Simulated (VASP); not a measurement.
Data:

```yaml
crystal:
  lattice:
    - [3.56415, 0.00000, 0.00000]
    - [-1.78207, 3.08664, 0.00000]
    - [0.00000, 0.00000, 5.62563]
  atoms:
    - { symbol: Gd, position: [0.33333, 0.66667, 0.25000] }
    - { symbol: Gd, position: [0.66667, 0.33333, 0.75000] }
```

The numbers are results of PBEsol GGA, VASP's PBE PAW potentials (set 64) (plane waves; VASP 6.6.1), not measurements. Numerical set-up: 400 eV cut-off, Gaussian smearing of 0.050 eV, potentials Gd_3.

The 4f electrons are frozen in the core of the lanthanide potential, so 4f levels, which can set the real gap, and their magnetism are missing.

### Question
Give the energies of bands 7 to 12 at the high-symmetry points, in eV from the Fermi level.

### Answer

```
band      Γ      M      K      A      L      H
----  -----  -----  -----  -----  -----  -----
7     -4.84  -1.78  -1.12  -3.21  -1.98  -0.64
8     -2.21  -1.59  -0.54  -3.21  -1.98  -0.64
9      1.71  -1.12  -0.54   0.93  -0.10  -0.38
10     1.71   0.45  -0.26   0.93  -0.10  -0.38
11     1.74   1.40   1.15   1.62   2.08   0.76
12     2.01   1.64   1.15   1.62   2.08   0.76
```

It has no gap at this level: it comes out as a metal or semimetal.

The structure comes from a measured Gd entry (P6_3/mmc) of the Crystallography Open Database, whose conditions weren't checked. It was relaxed first, which changed the volume by -7 %.
